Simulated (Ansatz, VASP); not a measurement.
# BeInCl3: VASP beside Ansatz, part 2 of 3

One calculation is typed for both programs; each brings its own data sets. How far apart do they land? The cell is generated by rule, not measured, and may not be a known phase. The cell is taken from a series of runs on this material, whose earlier steps may have relaxed, scaled, displaced or heated it; both programs get it as it stands.

VASP 6.6.1 and Ansatz 0.2.0.

So far: Starting point; Ansatz: zone-centre phonons, PBEsol.

## 3. VASP: zone-centre phonons, PBEsol

Level of this step: PBEsol; plane waves and PAW (In_d, Be, Cl); invented cell (VASP).

The same cell, functional and mesh now go to VASP, with its own data sets.

Lines of VASP's logs that name or quote its potential files are left out, and so is its time.

Contents of INCAR:

```
SYSTEM = BeInCl3
PREC = Accurate
ENCUT = 600
EDIFF = 1E-08
NELM = 120
ISMEAR = 0
SIGMA = 0.01
LREAL = .FALSE.
ALGO = Normal
GGA = PS
NBANDS = 24
LORBIT = 11
LWAVE = .FALSE.
LCHARG = .FALSE.
ISIF = 2
IBRION = 8
LEPSILON = .TRUE.
LASPH = .TRUE.
GGA_COMPAT = .FALSE.
EFERMI = MIDGAP
KPAR = 2
```

Contents of POSCAR:

```
BeInCl3
1.0
    3.3715098006      1.9465420909      3.2121361672
   -3.3715098006      1.9465420909      3.2121361672
    0.0000000000     -3.8930841819      3.2121361672
In Be Cl
1 1 3
Direct
    0.0413004122      0.0413004122      0.0413004122
    0.6173147898      0.6173147898      0.6173147898
    0.4686313543      0.9594516568      0.4686313543
    0.9594516568      0.4686313543      0.4686313543
    0.4686313543      0.4686313543      0.9594516568
```

Contents of KPOINTS:

```
Automatic mesh
0
Gamma
6 6 6
0 0 0
```

The projector-augmented-wave data sets are In_d, Be and Cl (PBE family, release 64).

Command:

```
$ mpirun -np 2 vasp_std
```

What it wrote:

```text
[banner, memory and clock lines left out]
running    2 mpi-ranks, on    1 nodes
 distrk:  each k-point on    1 cores,    2 groups
 distr:  one band on    1 cores,    1 groups

 POSCAR found type information on POSCAR InBeCl
 POSCAR found :  3 types and       5 ions
|                                                                             |
|               ----> ADVICE to this user running VASP <----                  |
|                                                                             |
|     You enforced a specific xc type in the INCAR file but a different       |
|     [... a line on the potential file left out ...]
|     I HOPE YOU KNOW WHAT YOU ARE DOING!                                     |
|                                                                             |

 LDA part: xc-table for (Slater+PW92), standard interpolation
 POSCAR, INCAR and KPOINTS ok, starting setup
 FFT: planning ... GRIDC
 FFT: planning ... GRID_SOFT
 FFT: planning ... GRID
 WAVECAR not read
 entering main loop
       N       E                     dE             d eps       ncg     rms          rms(c)
DAV:   1     0.331511268581E+03    0.33151E+03   -0.16272E+04  1536   0.163E+03
DAV:   2     0.293529046630E+02   -0.30216E+03   -0.28869E+03  1720   0.372E+02
DAV:   3    -0.172093487809E+02   -0.46562E+02   -0.45916E+02  2024   0.141E+02
DAV:   4    -0.190271718016E+02   -0.18178E+01   -0.18122E+01  1960   0.313E+01
DAV:   5    -0.190951174920E+02   -0.67946E-01   -0.67936E-01  2224   0.613E+00    0.771E+00
DAV:   6    -0.185328677473E+02    0.56225E+00   -0.90627E-01  2264   0.577E+00    0.383E+00
DAV:   7    -0.184529896292E+02    0.79878E-01   -0.50333E-01  2288   0.395E+00    0.177E+00
DAV:   8    -0.184551413512E+02   -0.21517E-02   -0.44386E-02  1952   0.131E+00    0.945E-01
DAV:   9    -0.184564747303E+02   -0.13334E-02   -0.34025E-03  2096   0.424E-01    0.314E-01
DAV:  10    -0.184566285618E+02   -0.15383E-03   -0.13708E-03  2152   0.265E-01    0.726E-02
DAV:  11    -0.184567429179E+02   -0.11436E-03   -0.33404E-04  2120   0.116E-01    0.818E-02
DAV:  12    -0.184567411561E+02    0.17619E-05   -0.11578E-05  2040   0.250E-02    0.417E-02
DAV:  13    -0.184567399281E+02    0.12279E-05   -0.12184E-05  2288   0.200E-02    0.877E-03
DAV:  14    -0.184567399202E+02    0.78908E-08   -0.13184E-06  2328   0.702E-03    0.270E-03
DAV:  15    -0.184567400185E+02   -0.98286E-07   -0.16185E-07  2048   0.235E-03    0.783E-04
DAV:  16    -0.184567400580E+02   -0.39499E-07   -0.38957E-08  1688   0.119E-03    0.803E-04
DAV:  17    -0.184567400436E+02    0.14463E-07   -0.37074E-09  1520   0.584E-04    0.160E-04
DAV:  18    -0.184567400457E+02   -0.21487E-08   -0.10257E-09  1464   0.310E-04
   1 F= -.18456740E+02 E0= -.18456740E+02  d E =0.000000E+00
 Linear response reoptimize wavefunctions to high precision
DAV:   1    -0.184567400414E+02    0.43406E-08   -0.47725E-10  1480   0.171E-04
DAV:   2    -0.184567400414E+02   -0.30468E-10   -0.13779E-10  1384   0.117E-04
 Linear response G [H, r] |phi>, progress :
  Direction:   1
       N       E                     dE             d eps       ncg     rms
RMM:   1    -0.133877053451E+03   -0.13388E+03   -0.48206E+01  2987   0.101E+02
RMM:   2    -0.123629012476E+03    0.10248E+02   -0.14800E+01  2781   0.254E+01
RMM:   3    -0.123955885996E+03   -0.32687E+00   -0.16319E+00  2905   0.888E+00
RMM:   4    -0.123968257436E+03   -0.12371E-01   -0.27809E-01  2965   0.346E+00
RMM:   5    -0.123970043338E+03   -0.17859E-02   -0.42873E-02  3014   0.120E+00
RMM:   6    -0.123969606507E+03    0.43683E-03   -0.11540E-02  3130   0.590E-01
RMM:   7    -0.123970047578E+03   -0.44107E-03   -0.62310E-03  3310   0.272E-01
RMM:   8    -0.123969717124E+03    0.33045E-03   -0.62438E-04  3294   0.124E-01
RMM:   9    -0.123969723205E+03   -0.60811E-05   -0.22482E-04  3433   0.654E-02
RMM:  10    -0.123969766992E+03   -0.43787E-04   -0.45819E-04  3425   0.302E-02
RMM:  11    -0.123969742676E+03    0.24316E-04   -0.16934E-04  3422   0.178E-02
RMM:  12    -0.123969736518E+03    0.61582E-05    0.32099E-05  3255   0.119E-02
RMM:  13    -0.123969784962E+03   -0.48444E-04   -0.49158E-04  3189   0.931E-03
RMM:  14    -0.123969751242E+03    0.33721E-04   -0.89257E-05  3162   0.843E-03
RMM:  15    -0.123969739442E+03    0.11800E-04    0.16008E-04  3145   0.786E-03
RMM:  16    -0.123969737785E+03    0.16574E-05    0.15582E-04  3168   0.783E-03
RMM:  17    -0.123969746878E+03   -0.90937E-05    0.17917E-04  3159   0.776E-03
 Linear response G [H, r] |phi>, progress :
  Direction:   2
       N       E                     dE             d eps       ncg     rms
RMM:   1    -0.136843504441E+03   -0.13684E+03   -0.66337E+01  3001   0.101E+02
RMM:   2    -0.124905322560E+03    0.11938E+02   -0.14705E+01  2774   0.252E+01
RMM:   3    -0.125254897029E+03   -0.34957E+00   -0.14915E+00  2900   0.863E+00
[...]
RMM:   4    -0.240340519977E+00    0.13854E-03   -0.63560E-05 10216   0.527E-02    0.159E-02
RMM:   5    -0.240304622483E+00    0.35897E-04   -0.74065E-06  9537   0.199E-02    0.524E-03
RMM:   6    -0.240312090664E+00   -0.74682E-05   -0.55578E-07 10208   0.811E-03    0.151E-03
RMM:   7    -0.240333773691E+00   -0.21683E-04    0.12450E-07 10306   0.373E-03    0.331E-04
RMM:   8    -0.240329672811E+00    0.41009E-05    0.10386E-06 10496   0.172E-03    0.240E-04
[...]
RMM:   5    -0.105882094704E-01    0.46898E-04   -0.56003E-05  9840   0.423E-02    0.998E-03
RMM:   6    -0.105943594191E-01   -0.61499E-05   -0.19459E-06  9861   0.202E-02    0.420E-03
RMM:   7    -0.106024994871E-01   -0.81401E-05   -0.15367E-05 10532   0.976E-03    0.251E-03
RMM:   8    -0.105961149569E-01    0.63845E-05    0.51006E-06  8952   0.381E-03    0.456E-04
RMM:   9    -0.105968877056E-01   -0.77275E-06    0.18989E-07 10651   0.153E-03    0.377E-04
RMM:  10    -0.105976968201E-01   -0.80911E-06   -0.11441E-06  9941   0.871E-04    0.906E-05
RMM:  11    -0.105974577399E-01    0.23908E-06   -0.65736E-07 10347   0.318E-04    0.470E-05
RMM:  12    -0.105974095968E-01    0.48143E-07    0.10189E-07 10199   0.175E-04    0.103E-05
RMM:  13    -0.105974306665E-01   -0.21070E-07   -0.27782E-09 11000   0.744E-05    0.633E-06
RMM:  14    -0.105974248143E-01    0.58522E-08    0.14226E-07 11042   0.432E-05    0.318E-06
RMM:  15    -0.105974262740E-01   -0.14598E-08    0.40241E-08 10355   0.294E-05    0.264E-06
 first order change of Fermi-energy  -0.24551E-05
 force on displaced ion       2 direction 1 : -14.880   0.000   0.000
 Born effective charge ion    2 direction 1 :   2.201  -0.001  -0.000
 Linear response progress:
  Degree of freedom:   4/  6
       N       E                     dE             d eps       ncg     rms          rms(c)
RMM:   1    -0.757264798513E-02   -0.75726E-02   -0.47953E-03  3033   0.427E-01
RMM:   2    -0.697720318416E-02    0.59544E-03   -0.50724E-04  2850   0.114E-01    0.798E-02
RMM:   3    -0.681682720051E-02    0.16038E-03   -0.77001E-05  2718   0.555E-02    0.491E-02
RMM:   4    -0.668127610085E-02    0.13555E-03   -0.10529E-04  2676   0.504E-02    0.741E-03
RMM:   5    -0.663463741651E-02    0.46639E-04   -0.12737E-05  2597   0.231E-02    0.247E-03
RMM:   6    -0.662817438098E-02    0.64630E-05   -0.22171E-06  2674   0.980E-03    0.157E-03
RMM:   7    -0.662370418764E-02    0.44702E-05   -0.71723E-07  2801   0.488E-03    0.697E-04
RMM:   8    -0.662251644482E-02    0.11877E-05   -0.13876E-07  2837   0.212E-03    0.371E-04
RMM:   9    -0.662288383519E-02   -0.36739E-06   -0.23306E-08  2752   0.908E-04    0.873E-05
RMM:  10    -0.662283824159E-02    0.45594E-07   -0.17778E-09  2869   0.357E-04    0.623E-05
RMM:  11    -0.662290479739E-02   -0.66556E-07   -0.24123E-09  2826   0.161E-04    0.251E-05
RMM:  12    -0.662294026513E-02   -0.35468E-07   -0.12822E-09  2899   0.810E-05    0.171E-05
RMM:  13    -0.662293386343E-02    0.64017E-08   -0.85806E-10  3117   0.431E-05    0.628E-06
 first order change of Fermi-energy  -0.67175E+00
 force on displaced ion       2 direction 3 :   0.000   0.000  -2.642
 Born effective charge ion    2 direction 3 :   0.000  -0.000   0.691
 Linear response progress:
  Degree of freedom:   5/  6
       N       E                     dE             d eps       ncg     rms          rms(c)
RMM:   1    -0.206899901103E+00   -0.20690E+00    0.34016E-02 11808   0.222E+00
RMM:   2    -0.204123662461E+00    0.27762E-02   -0.94213E-03 10038   0.726E-01    0.176E-01
RMM:   3    -0.204503488150E+00   -0.37983E-03   -0.19255E-03  9908   0.298E-01    0.653E-02
RMM:   4    -0.205000555869E+00   -0.49707E-03   -0.64914E-04 10300   0.147E-01    0.247E-02
RMM:   5    -0.204997785531E+00    0.27703E-05   -0.49354E-05 10425   0.406E-02    0.159E-02
RMM:   6    -0.205023125365E+00   -0.25340E-04   -0.64914E-06  9563   0.144E-02    0.344E-03
RMM:   7    -0.205050962183E+00   -0.27837E-04   -0.13001E-06  9908   0.598E-03    0.262E-03
RMM:   8    -0.205046212140E+00    0.47500E-05   -0.21428E-09 10474   0.260E-03    0.727E-04
RMM:   9    -0.205044696668E+00    0.15155E-05   -0.74281E-08 10275   0.112E-03    0.360E-04
RMM:  10    -0.205045550509E+00   -0.85384E-06   -0.16175E-07 10332   0.555E-04    0.951E-05
RMM:  11    -0.205045577179E+00   -0.26670E-07   -0.35640E-07 11061   0.318E-04    0.805E-05
RMM:  12    -0.205045495180E+00    0.81999E-07   -0.20100E-07 10993   0.196E-04    0.413E-05
RMM:  13    -0.205045471230E+00    0.23950E-07   -0.25658E-07 11280   0.150E-04    0.279E-05
RMM:  14    -0.205045486972E+00   -0.15742E-07   -0.13618E-07 10984   0.130E-04    0.629E-06
RMM:  15    -0.205045483791E+00    0.31813E-08   -0.26643E-07 12174   0.124E-04    0.666E-06
RMM:  16    -0.205045484531E+00   -0.73998E-09   -0.13247E-07 10559   0.120E-04    0.322E-06
RMM:  17    -0.205045484308E+00    0.22288E-09   -0.18462E-07  9939   0.119E-04    0.125E-06
RMM:  18    -0.205045484217E+00    0.90857E-10   -0.12499E-07  8959   0.118E-04    0.649E-07
RMM:  19    -0.205045484080E+00    0.13767E-09   -0.12638E-07  8744   0.118E-04    0.334E-07
RMM:  20    -0.205045484301E+00   -0.22152E-09   -0.10766E-07  8678   0.118E-04    0.124E-07
RMM:  21    -0.205045483983E+00    0.31769E-09   -0.76244E-08  8653   0.118E-04    0.105E-07
 first order change of Fermi-energy  -0.20905E+00
 force on displaced ion       3 direction 1 :  -9.273   4.542   0.704
 Born effective charge ion    3 direction 1 :  -1.577   0.227  -0.175
 Linear response progress:
  Degree of freedom:   6/  6
       N       E                     dE             d eps       ncg     rms          rms(c)
RMM:   1    -0.203195079701E+00   -0.20320E+00   -0.73246E-03  6972   0.213E+00
RMM:   2    -0.200326355439E+00    0.28687E-02   -0.10384E-02  5911   0.684E-01    0.608E-02
RMM:   3    -0.200524807054E+00   -0.19845E-03   -0.16367E-03  6083   0.266E-01    0.307E-02
RMM:   4    -0.200789589313E+00   -0.26478E-03   -0.26311E-04  6082   0.105E-01    0.177E-02
RMM:   5    -0.200935505219E+00   -0.14592E-03   -0.47013E-05  6114   0.383E-02    0.870E-03
RMM:   6    -0.200892765080E+00    0.42740E-04   -0.39239E-06  5955   0.108E-02    0.135E-03
RMM:   7    -0.200901475930E+00   -0.87108E-05   -0.34924E-07  6284   0.320E-03    0.629E-04
RMM:   8    -0.200906592797E+00   -0.51169E-05   -0.46726E-08  5677   0.129E-03    0.171E-04
RMM:   9    -0.200906042642E+00    0.55015E-06   -0.41908E-09  6528   0.664E-04    0.908E-05
RMM:  10    -0.200905600310E+00    0.44233E-06    0.12650E-08  6412   0.318E-04    0.211E-05
RMM:  11    -0.200905665355E+00   -0.65046E-07    0.59246E-09  7105   0.181E-04    0.195E-05
RMM:  12    -0.200905673195E+00   -0.78398E-08   -0.86842E-08  6595   0.124E-04    0.120E-05
 first order change of Fermi-energy   0.21039E-01
 force on displaced ion       3 direction 3 :   0.705  -0.407  -1.208
 Born effective charge ion    3 direction 3 :  -0.179   0.103  -0.800
 Born effective charges drift removed
 Linear response finished
```

(Part 2 of 3 ends here.)

[Lines on the potential files, build, host, timing and source positions are cut from VASP's logs without a mark.]

[Logs are printed without paths, hosts, clocks, repeated set-up lines and the standing remarks that a program may print on its own settings, such as how far it seeks lower states.]

[Hosts, paths, dates, database ids (printed as entryN), source tags and the programs' standing remarks are cut or masked in the printed files.]
